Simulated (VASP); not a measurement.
Computed with r2SCAN+rVV10, VASP's PBE PAW potentials (set 64) (plane waves; VASP).

A VASP calculation is set up with these files.

INCAR:
```
ALGO = Normal
BPARAM = 11.95
CPARAM = 0.0093
EDIFF = 1E-7
ENCUT = 520
ISIF = 2
ISMEAR = -5
LASPH = .True.
LCHARG = .False.
LEFG = .True.
LMIXTAU = .True.
LORBIT = 11
LREAL = .False.
LUSE_VDW = .True.
LWAVE = .False.
METAGGA = R2SCAN
NEDOS = 601
NELM = 100
PREC = Accurate
SYSTEM = SiC
```

### KPOINTS_OPT
```
k-points along high-symmetry lines
6
Line-mode
Reciprocal
  0.000000   0.000000   0.000000 ! GAMMA
  0.000000   0.500000   0.000000 ! M

  0.000000   0.500000   0.000000 ! M
 -0.333333   0.666667   0.000000 ! K

 -0.333333   0.666667   0.000000 ! K
  0.000000   0.000000   0.000000 ! GAMMA

  0.000000   0.000000   0.000000 ! GAMMA
  0.000000   0.000000   0.500000 ! A

  0.000000   0.000000   0.500000 ! A
  0.000000   0.500000   0.500000 ! L

  0.000000   0.500000   0.500000 ! L
 -0.333333   0.666667   0.500000 ! H

 -0.333333   0.666667   0.500000 ! H
  0.000000   0.000000   0.500000 ! A

  0.000000   0.500000   0.500000 ! L
  0.000000   0.500000   0.000000 ! M

 -0.333333   0.666667   0.500000 ! H
 -0.333333   0.666667   0.000000 ! K
```

### KPOINTS
```
Automatic mesh
0
Gamma
9 9 5
0 0 0
```

**POSCAR**
```
SiC
1
    1.5358372093    -2.6601478371    -0.0000000000
    1.5358372093     2.6601478371     0.0000000000
    0.0000000000     0.0000000000     5.0431712522
Si C
2 2
Direct
  0.6666670000   0.3333330000   0.4996151164
  0.3333330000   0.6666670000   0.9996151164
  0.6666670000   0.3333330000   0.8753848836
  0.3333330000   0.6666670000   0.3753848836
```

POTCAR, in this order: Si C (PBE.64 set). Program: vasp_std.

The run wrote:

File OUTCAR:
```
 ion  position               nearest neighbor table
   1  0.667  0.333  0.500-   4 1.88   4 1.88   4 1.88   3 1.90   2 3.08   2 3.08   2 3.08   2 3.08
                             2 3.08   2 3.08
   2  0.333  0.667  1.000-   3 1.88   3 1.88   3 1.88   4 1.90   1 3.08   1 3.08   1 3.08   1 3.08
                             1 3.08   1 3.08
   3  0.667  0.333  0.875-   2 1.88   2 1.88   2 1.88   1 1.90
   4  0.333  0.667  0.375-   1 1.88   1 1.88   1 1.88   2 1.90
  LATTYP: Found a hexagonal cell.
 ALAT       =     3.0716742094
 C/A-ratio  =     1.6418314276
 Subroutine PRICEL returns:
 Original cell was already a primitive cell.
 Subroutine GETGRP returns: Found 12 space group operations
The static configuration has the point symmetry C_3v.
 The point group associated with its full space group is C_6v.
The dynamic configuration has the point symmetry C_3v.
 Subroutine INISYM returns: Found 12 space group operations
 Subroutine IBZKPT returns following result:
 Found     36 irreducible k-points:

 Following reciprocal coordinates:
            Coordinates               Weight
  0.000000  0.000000  0.000000      1.000000
  0.111111  0.000000  0.000000      6.000000
  0.222222 -0.000000  0.000000      6.000000
  0.333333  0.000000  0.000000      6.000000
  0.444444 -0.000000  0.000000      6.000000
  0.111111  0.111111  0.000000      6.000000
  0.222222  0.111111  0.000000     12.000000
  0.333333  0.111111  0.000000     12.000000
  0.444444  0.111111  0.000000      6.000000
  0.222222  0.222222  0.000000      6.000000
  0.333333  0.222222  0.000000     12.000000
  0.333333  0.333333  0.000000      2.000000
  0.000000  0.000000  0.200000      2.000000
  0.111111  0.000000  0.200000     12.000000
  0.222222 -0.000000  0.200000     12.000000
  0.333333  0.000000  0.200000     12.000000
  0.444444 -0.000000  0.200000     12.000000
  0.111111  0.111111  0.200000     12.000000
...
```

OSZICAR:
```
       N       E                     dE             d eps       ncg     rms          rms(c)
DAV:   1     0.250539848406E+02    0.25054E+02   -0.77041E+03   864   0.124E+03
DAV:   2    -0.414639537911E+02   -0.66518E+02   -0.61812E+02  1280   0.192E+02
DAV:   3    -0.444054639020E+02   -0.29415E+01   -0.29282E+01  1136   0.402E+01
DAV:   4    -0.444372751924E+02   -0.31811E-01   -0.31791E-01  1064   0.497E+00
DAV:   5    -0.444378180463E+02   -0.54285E-03   -0.54277E-03  1132   0.612E-01    0.131E+01
DAV:   6    -0.387990534277E+02    0.56388E+01   -0.98298E+00  1060   0.211E+01    0.754E+00
DAV:   7    -0.378403430762E+02    0.95871E+00   -0.65732E-01  1016   0.701E+00    0.292E+00
DAV:   8    -0.382686372318E+02   -0.42829E+00   -0.96205E-01  1064   0.817E+00    0.179E+00
DAV:   9    -0.382172494153E+02    0.51388E-01   -0.25040E-01   976   0.503E+00    0.464E-01
DAV:  10    -0.384167112098E+02   -0.19946E+00   -0.73817E-02   912   0.299E+00    0.400E-01
DAV:  11    -0.384187424858E+02   -0.20313E-02   -0.43997E-03  1076   0.675E-01    0.158E-01
DAV:  12    -0.384248944957E+02   -0.61520E-02   -0.46999E-03   932   0.813E-01    0.616E-02
DAV:  13    -0.384262553432E+02   -0.13608E-02   -0.64740E-04   980   0.316E-01    0.592E-02
DAV:  14    -0.384257630164E+02    0.49233E-03   -0.83046E-05  1072   0.109E-01    0.437E-02
DAV:  15    -0.384264114329E+02   -0.64842E-03   -0.36379E-04   920   0.221E-01    0.199E-02
DAV:  16    -0.384263119850E+02    0.99448E-04   -0.12583E-05  1092   0.480E-02    0.123E-02
DAV:  17    -0.384263243704E+02   -0.12385E-04   -0.48720E-07  1036   0.835E-03    0.623E-03
DAV:  18    -0.384263155624E+02    0.88079E-05   -0.23653E-07   740   0.521E-03    0.345E-03
DAV:  19    -0.384263194023E+02   -0.38399E-05   -0.79521E-08   600   0.383E-03    0.303E-03
DAV:  20    -0.384263109616E+02    0.84407E-05   -0.45357E-08   540   0.212E-03    0.103E-03
DAV:  21    -0.384263115762E+02   -0.61464E-06   -0.90730E-09   544   0.895E-04    0.566E-04
DAV:  22    -0.384263116610E+02   -0.84741E-07   -0.81824E-09   508   0.116E-03
   1 F= -.38426312E+02 E0= -.38426312E+02  d E =0.000000E+00
       N       E                     dE             ncg
       N       E                     dE             ncg
```

OUTCAR:
```
------------------------ aborting loop because EDIFF is reached ----------------------------------------
  FORCE on cell =-STRESS in cart. coord.  units (eV):
  Direction    XX          YY          ZZ          XY          YZ          ZX
  --------------------------------------------------------------------------------------
  Total        0.0046765      0.0046765     -0.0035632      0.0000000      0.0000000      0.0000000
  in kB        0.1818231      0.1818231     -0.1385389      0.0000000      0.0000000      0.0000000
  external PRESSURE =       0.0750358 kB  Pullay stress =       0.0000000 kB
  volume of cell :       41.21
      direct lattice vectors                 reciprocal lattice vectors
     1.535837209 -2.660147837  0.000000000     0.325555337 -0.187959478  0.000000000
     1.535837209  2.660147837  0.000000000     0.325555337  0.187959478  0.000000000
     0.000000000  0.000000000  5.043171252     0.000000000  0.000000000  0.198287932
  FREE ENERGIE OF THE ION-ELECTRON SYSTEM (eV)
  ---------------------------------------------------
  free  energy   TOTEN  =       -38.4263116610 eV

  energy  without entropy=      -38.4263116610  energy(sigma->0) =      -38.42631166

 total charge

# of ion       s       p       d       tot
------------------------------------------
    1        0.703   0.979   0.000   1.681
    2        0.703   0.979   0.000   1.681
    3        0.851   1.718   0.000   2.569
    4        0.851   1.718   0.000   2.569
--------------------------------------------------
tot          3.107   5.393   0.000   8.500

 Electric field gradients after diagonalization (V/A^2)
 (convention: |V_zz| > |V_xx| > |V_yy|)
----------------------------------------------------------------------
 ion       V_xx      V_yy      V_zz     asymmetry (V_yy - V_xx)/ V_zz
----------------------------------------------------------------------
   1      -1.815    -1.814     3.629       0.000
   2      -1.815    -1.814     3.629       0.000
   3      -1.094    -1.094     2.187       0.000
   4      -1.094    -1.094     2.187       0.000
```
(Selected blocks of OUTCAR.)

The compound is SiC in the wurtzite structure, the rare 2H polytype. It was relaxed first.
